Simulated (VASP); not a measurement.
Write the native input for VASP 6.6.1 that does the following.

```
Task                   : relaxation of cell and atoms
Functional             : PBEsol
Potentials or basis    : VASP PAW PBE potentials, release 64 (Ga_d, Al, O)
Cutoff                 : 600 eV
k mesh                 : 6 × 6 × 6
Occupations            : gaussian, width 0.02 eV
Spin                   : no spin polarisation
Further INCAR settings : ALGO = Normal; EDIFF = 1e-06; IBRION = 2; EDIFFG = -0.005; NSW = 60; ISIF = 3
```

The structure of Al3GaO6 lies in POSCAR:

```
Al3GaO6
1.0
   -2.4236351600      4.1978592400      0.0000000000
   -4.8472703300      0.0000000000      0.0000000000
   -2.4236351600      1.3992864100      4.4105213400
Ga Al O
1 3 6
Direct
    0.3520960000      0.3520960000      0.9437120000
    0.1479040000      0.1479040000      0.5562880000
    0.8520960000      0.8520960000      0.4437120000
    0.6479040000      0.6479040000      0.0562880000
    0.2500000000      0.5561455000      0.2500000000
    0.4438545000      0.0561455000      0.7500000000
    0.5561455000      0.9438545000      0.2500000000
    0.9438545000      0.2500000000      0.2500000000
    0.0561455000      0.7500000000      0.7500000000
    0.7500000000      0.4438545000      0.7500000000
```

The cell comes from a database or a generator and needn't be the stable form of this composition.

One way to write it, as run:

INCAR

```
PREC = Accurate
ENCUT = 600
EDIFF = 1E-6
ISMEAR = 0
SIGMA = 0.02
LREAL = False
LASPH = True
NELM = 60
ALGO = Normal
ISIF = 3
LWAVE = False
LCHARG = False
GGA = PS
IBRION = 2
NSW = 60
EDIFFG = -0.005
KPAR = 8
```

KPOINTS

```
Automatic mesh
0
Gamma
  6 6 6
```

Potentials or basis: VASP PAW PBE potentials, release 64 (Ga_d, Al, O).

The run is started by

```sh
$ cat potpaw_PBE.64/Ga_d/POTCAR potpaw_PBE.64/Al/POTCAR potpaw_PBE.64/O/POTCAR > POTCAR
$ mpirun -np 8 vasp_std > vasp.out
```

It gave:

```
Relaxed volume                         : 8.83 Å³/atom
Relaxed cell                           : a = 4.831 Å, b = 4.831 Å, c = 5.186 Å, α = 62.24°, β = 62.24°, γ = 60.00°
Space group after relaxing (to 0.05 Å) : R3 (No. 146)
Energy gained by relaxing              : 21.9 meV/atom
Ionic steps                            : 12
Pressure after relaxing                : -0.1 GPa
Largest force after relaxing           : 0.004 eV/Å
Band gap on the k mesh                 : 4.80 eV, indirect (least direct gap 4.88 eV)
```

Caveat: the PAW data sets were made with another functional, which shifts forces and pressure a little.

It took 110 s on 8 MPI ranks on AMD EPYC 9R45 (Zen 5), with other jobs on the host, peak memory 0.37 GiB a rank.
